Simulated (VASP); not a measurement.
An input for Quantum ESPRESSO's pw.x (written as the equivalent of a VASP run, and not itself run):

```
&CONTROL
  calculation = 'scf'
  pseudo_dir = './pseudo'
  outdir = './out'
  tprnfor = .true.
  tstress = .true.
/
&SYSTEM
  ibrav = 0
  nat = 2
  ntyp = 2
  ecutwfc = 82.3
  occupations = 'smearing'
  smearing = 'gaussian'
  degauss = 0.003675
  input_dft = 'vdw-df-ob86'
/
&ELECTRONS
  conv_thr = 7.3e-09
  electron_maxstep = 100
/
ATOMIC_SPECIES
  Te 127.600 Te.upf
  Pb 207.200 Pb.upf
CELL_PARAMETERS angstrom
     0.0000000    3.2188150    3.2188150
     3.2188150    0.0000000    3.2188150
     3.2188150    3.2188150    0.0000000
ATOMIC_POSITIONS crystal
  Te   0.5000000  0.5000000  0.5000000
  Pb   0.0000000  0.0000000  0.0000000
K_POINTS automatic
  7 7 7 0 0 0
```

Problem. Translate this input to VASP (INCAR, KPOINTS, POSCAR, choice of POTCAR).

Solution. One answer among several that fit: 
### POSCAR
```
PbTe
1
    0.0000000000     3.2188149677     3.2188149677
    3.2188149677     0.0000000000     3.2188149677
    3.2188149677     3.2188149677     0.0000000000
Te Pb
1 1
Direct
  0.5000000000   0.5000000000   0.5000000000
  0.0000000000   0.0000000000   0.0000000000
```

INCAR:
```
AGGAC  =  0.0
ALGO  =  Normal
EDIFF  =  1E-7
ENCUT  =  520
GGA  =  MK
ISIF  =  2
ISMEAR  =  0
LASPH  =  T
LCHARG  =  F
LMAXMIX  =  4
LREAL  =  F
LUSE_VDW  =  T
LWAVE  =  F
NELM  =  100
PARAM1  =  0.1234
PARAM2  =  1.0
PREC  =  Accurate
SIGMA  =  0.05
SYSTEM  =  PbTe
```

### KPOINTS
```
Automatic mesh
0
gamma
  7 7 7
0 0 0
```

POTCAR, in this order: Te Pb_d (PBE.64 set). Program: vasp_std.

Limits of the translation: the potentials are each code's own (VASP's PAW set, PseudoDojo norm-conserving files in pw.x), so ENCUT and ecutwfc are chosen apart and not converted; conv_thr bounds pw.x's estimated SCF error, while EDIFF bounds the energy change between steps.

The compound is PbTe in the rock salt structure. This cell is one point of a volume scan, at 0.97 of the reference volume.
